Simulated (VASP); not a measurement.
Output of a VASP run:

**OUTCAR**
```
 ion  position               nearest neighbor table
   1  0.000  0.000  0.000-
  LATTYP: Found a body centered tetragonal cell.
 ALAT       =     3.0990646396
 C/A-ratio  =     1.5719742514
 Subroutine PRICEL returns:
 Original cell was already a primitive cell.
 Subroutine GETGRP returns: Found 16 space group operations
The static configuration has the point symmetry D_4h.
The dynamic configuration has the point symmetry D_4h.
 Subroutine INISYM returns: Found 16 space group operations
 Subroutine IBZKPT returns following result:
 Found    349 irreducible k-points:

 Following reciprocal coordinates:
            Coordinates               Weight
  0.000000  0.000000  0.000000      1.000000
  0.062500  0.000000 -0.000000      8.000000
  0.125000  0.000000 -0.000000      8.000000
  0.187500 -0.000000  0.000000      8.000000
  0.250000  0.000000 -0.000000      8.000000
  0.312500  0.000000  0.000000      8.000000
  0.375000 -0.000000  0.000000      8.000000
  0.437500 -0.000000  0.000000      8.000000
  0.500000  0.000000 -0.000000      4.000000
  0.062500  0.062500 -0.000000      8.000000
  0.125000  0.062500  0.000000     16.000000
  0.187500  0.062500  0.000000     16.000000
  0.250000  0.062500  0.000000     16.000000
  0.312500  0.062500  0.000000     16.000000
  0.375000  0.062500  0.000000     16.000000
  0.437500  0.062500  0.000000     16.000000
  0.500000  0.062500  0.000000     16.000000
 -0.437500  0.062500 -0.000000     16.000000
 -0.375000  0.062500  0.000000     16.000000
 -0.312500  0.062500  0.000000     16.000000
 -0.250000  0.062500  0.000000     16.000000
 -0.187500  0.062500  0.000000     16.000000
 -0.125000  0.062500  0.000000     16.000000
 -0.062500  0.062500  0.000000      4.000000
  0.125000  0.125000 -0.000000      8.000000
  0.187500  0.125000 -0.000000     16.000000
  0.250000  0.125000  0.000000     16.000000
  0.312500  0.125000  0.000000     16.000000
  0.375000  0.125000  0.000000     16.000000
  0.437500  0.125000  0.000000     16.000000
  0.500000  0.125000  0.000000     16.000000
 -0.437500  0.125000  0.000000     16.000000
 -0.375000  0.125000  0.000000     16.000000
 -0.312500  0.125000  0.000000     16.000000
 -0.250000  0.125000  0.000000     16.000000
 -0.187500  0.125000  0.000000     16.000000
 -0.125000  0.125000  0.000000      4.000000
  0.187500  0.187500  0.000000      8.000000
  0.250000  0.187500  0.000000     16.000000
  0.312500  0.187500 -0.000000     16.000000
   k-points           NKPTS =    349   k-points in BZ     NKDIM =    349   number of bands    NBANDS=     10
   number of dos      NEDOS =    301   number of ions     NIONS =      1
   total plane-waves  NPLWV =  13824
   dimension x,y,z NGX =    24 NGY =   24 NGZ =   24
   dimension x,y,z NGXF=    48 NGYF=   48 NGZF=   48
   ions per type =               1
   PREC   = accura    normal or accurate (medium, high low for compatibility)
   ISTART =      0    job   : 0-new  1-cont  2-samecut
   ICHARG =      2    charge: 1-file 2-atom 10-const
   ISPIN  =      1    spin polarized calculation?
   LNONCOLLINEAR =      F non collinear calculations
   LSORBIT =      F    spin-orbit coupling
   INIWAV =      1    electr: 0-lowe 1-rand  2-diag
   ENCUT  =  500.0 eV  36.75 Ry    6.06 a.u.   5.97  5.97  5.97*2*pi/ulx,y,z
   NELM   =    100;   NELMIN=  2; NELMDL= -5     # of ELM steps
   EDIFF  = 0.1E-05   stopping-criterion for ELM
   LREAL  =      F    real-space projection
   NLSPLINE    = F    spline interpolate recip. space projectors
   LMAXMIX     =    4 max onsite mixed and CHGCAR
   VOSKOWN=      0    Vosko Wilk Nusair interpolation
   EDIFFG = -.2E-01   stopping-criterion for IOM
   NSW    =     40    number of steps for IOM
   NBLOCK =      1;   KBLOCK =     40    inner block; outer block
   IBRION =      2    ionic relax: 0-MD 1-quasi-New 2-CG
...
```

### OSZICAR
```
       N       E                     dE             d eps       ncg     rms          rms(c)
DAV:   1     0.689402586066E+02    0.68940E+02   -0.64317E+03  7024   0.166E+03
DAV:   2    -0.468725525807E+00   -0.69409E+02   -0.68217E+02  7074   0.286E+02
DAV:   3    -0.295820954537E+01   -0.24895E+01   -0.24778E+01  8220   0.633E+01
DAV:   4    -0.300832656165E+01   -0.50117E-01   -0.50102E-01  8864   0.880E+00
DAV:   5    -0.301041520615E+01   -0.20886E-02   -0.20886E-02  8578   0.152E+00    0.292E+00
DAV:   6    -0.296521924506E+01    0.45196E-01   -0.84758E-02  7960   0.687E+00    0.139E+00
DAV:   7    -0.295615923856E+01    0.90600E-02   -0.22691E-02  8808   0.330E+00    0.340E-01
DAV:   8    -0.295525246030E+01    0.90678E-03   -0.95911E-04  8536   0.646E-01    0.306E-02
DAV:   9    -0.295525399094E+01   -0.15306E-05   -0.13114E-05  9382   0.502E-02    0.169E-02
DAV:  10    -0.295525453504E+01   -0.54410E-06   -0.10437E-06  4370   0.197E-02
   1 F= -.22251807E+01 E0= -.22252888E+01  d E =-.222518E+01
```

OUTCAR:
```
------------------------ aborting loop because EDIFF is reached ----------------------------------------
  FORCE on cell =-STRESS in cart. coord.  units (eV):
  Direction    XX          YY          ZZ          XY          YZ          ZX
  --------------------------------------------------------------------------------------
  Total        0.7313766      0.7313766      0.7178378      0.0000000      0.0000000      0.0000000
  in kB       50.0892278     50.0892278     49.1620055      0.0000000      0.0000000      0.0000000
  external PRESSURE =      -0.2198463 kB  Pullay stress =      50.0000000 kB
  volume of cell :       23.39
      direct lattice vectors                 reciprocal lattice vectors
    -1.549532320  1.549532320  2.435824908     0.000000000  0.322678007  0.205269270
     1.549532320 -1.549532320  2.435824908     0.322678007  0.000000000  0.205269270
     1.549532320  1.549532320 -2.435824908     0.322678007  0.322678007  0.000000000
 POSITION                                       TOTAL-FORCE (eV/Angst)
 -----------------------------------------------------------------------------------
      0.00000      0.00000      0.00000         0.000000      0.000000     -0.000000
 -----------------------------------------------------------------------------------
    total drift:                               -0.000000      0.000000      0.000000
  FREE ENERGIE OF THE ION-ELECTRON SYSTEM (eV)
  ---------------------------------------------------
  free  energy   TOTEN  =        -2.9552545350 eV

  energy  without entropy=       -2.9555787817  energy(sigma->0) =       -2.95536262
  enthalpy is  TOTEN    =        -2.2251807428 eV   P V=        0.7300737922

 reached required accuracy - stopping structural energy minimisation
```
(Selected blocks of OUTCAR.)

POSCAR:
```
In
1
   -1.5495323198     1.5495323198     2.4358249085
    1.5495323198    -1.5495323198     2.4358249085
    1.5495323198     1.5495323198    -2.4358249085
In
1
Direct
  1.0000000000   1.0000000000   0.0000000000
```

Reconstruct the remaining input files.

One answer among several that fit: the input of the run itself, PBEsol GGA, plane waves, VASP's PBE PAW potentials (set 64).

INCAR:
```
ALGO = Normal
EDIFF = 1E-6
EDIFFG = -0.02
ENCUT = 500
GGA = PS
IBRION = 2
ISIF = 3
ISMEAR = 1
LASPH = T
LCHARG = F
LMAXMIX = 4
LREAL = F
LWAVE = F
NELM = 100
NSW = 40
PREC = Accurate
PSTRESS = 50
SIGMA = 0.1
SYSTEM = In
```

KPOINTS:
```
K-points
0
G
16 16 16
0 0 0
```

POTCAR, in this order: In_d (PBE.64 set). Program: vasp_std.

The compound is In in the bct structure. It was relaxed first under an external pressure of 5 GPa.
